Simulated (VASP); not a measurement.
Input:

```
CELL_PARAMETERS angstrom
      3.83092     0.00000     0.00000
     -1.91546     3.31768     0.00000
      0.00000     0.00000     5.14042
ATOMIC_POSITIONS crystal
  Co 0.00000 0.00000 0.75152
  Co 0.00000 0.00000 0.24848
  Sb 0.66667 0.33333 0.50000
  Te 0.33333 0.66667 0.00000
```

Calculation: PBEsol GGA with spin-orbit coupling, VASP's PBE PAW potentials (set 64) (plane waves; VASP). Settings: 400 eV cut-off, 8×8×6 Γ-centred mesh, Gaussian smearing of 0.050 eV, potentials Co Sb Te.

Task: Predict the energy per atom (σ→0), band gap (over mesh and band path) with the smallest direct gap where there is one.

Result: 
The band gap (over mesh and band path) is none (metal, semimetal or under 0.01 eV) and the energy per atom (σ→0) is -6.110 eV/atom.

The structure comes from a computed database's Co2SbTe entry (P-6m2); how it stands against other phases isn't given here. It was relaxed first, which changed the volume by -5 %.
